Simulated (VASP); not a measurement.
Given:

```
WSi2
1.0
   -1.60245     1.60245     3.92202
    1.60245    -1.60245     3.92202
    1.60245     1.60245    -3.92202
Si W
2 1
Direct
  0.66603   0.66603   0.00000
  0.33397   0.33397   0.00000
  0.00000   0.00000   0.00000
```

Computed with TPSS meta-GGA, VASP's PBE PAW potentials (set 64) (plane waves; VASP). Run with 520 eV cut-off, 15×15×15 Γ-centred mesh, tetrahedra with Blöchl corrections, potentials Si W_sv.

Question: Give the energies of bands 6 to 14 at the high-symmetry points, in eV from the Fermi level.

Answer: 
| band | Γ | X | P | N | M | S | R |
|---|---|---|---|---|---|---|---|
| 6 | -6.92 | -7.12 | -6.70 | -9.92 | -11.04 | -9.39 | -8.22 |
| 7 | -3.79 | -6.10 | -6.70 | -5.78 | -3.92 | -7.79 | -5.99 |
| 8 | -3.39 | -5.51 | -6.69 | -4.91 | -2.62 | -3.09 | -5.17 |
| 9 | -2.87 | -5.05 | -3.08 | -2.82 | -0.83 | -2.68 | -4.12 |
| 10 | -2.87 | -3.33 | -2.48 | -2.78 | -0.83 | -2.56 | -3.19 |
| 11 | 0.65 | -1.78 | -2.48 | -0.46 | -0.52 | -0.34 | -2.33 |
| 12 | 2.72 | 2.77 | 0.10 | 2.79 | -0.52 | 1.74 | 1.93 |
| 13 | 2.82 | 3.05 | 3.05 | 2.80 | 0.83 | 2.57 | 2.15 |
| 14 | 3.16 | 3.21 | 3.76 | 3.93 | 4.49 | 3.50 | 3.08 |

It has no gap at this level: it comes out as a metal or semimetal.

The compound is WSi2 in the MoSi2 type structure. It was relaxed first.
